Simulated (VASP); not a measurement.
Runs of VASP 6.6.1 on MoS2. Symmetry: P6_3/mmc, No. 194, hexagonal system. Conventional cell: a = 3.169 Å, b = 3.169 Å, c = 11.917 Å, α = 90.00°, β = 90.00°, γ = 120.00°. Mo (site symmetry -6m2) is surrounded by 6 S at 2.41 Å. S (site symmetry 3m) has 3 Mo at 2.41 Å as nearest neighbours. 

| level | potentials or basis | gap on the mesh (eV) | pressure (GPa) |
| --- | --- | --- | --- |
| PBE+D3(BJ) | VASP PAW PBE potentials, release 64 (Mo_sv, S) | (a) | -0.9 |
| rev-vdW-DF2 | VASP PAW PBE potentials, release 64 (Mo_sv, S) | 0.68 | 1.1 |
| optB88-vdW | VASP PAW PBE potentials, release 64 (Mo_sv, S) | 0.69 | 3.2 |
| LDA | VASP PAW LDA potentials, release 64 (Mo_sv, S) | 0.65 | -2.6 |

Alike in all rows: task relaxation of the atoms; no spin polarisation; cell atoms relaxed; k mesh 12 × 12 × 3; cutoff (eV) 520; smearing gaussian 0.05 eV.

Estimate the missing entries.

(a) 0.72.

Caveats: an odd mesh through Γ misses points on the zone boundary, where band edges often lie; the PAW data sets were made with another functional, which shifts forces and pressure a little (some runs).

A k mesh can miss the band edges, and the runs leave out spin-orbit coupling on Mo.

Not every run made on this cell is shown here.
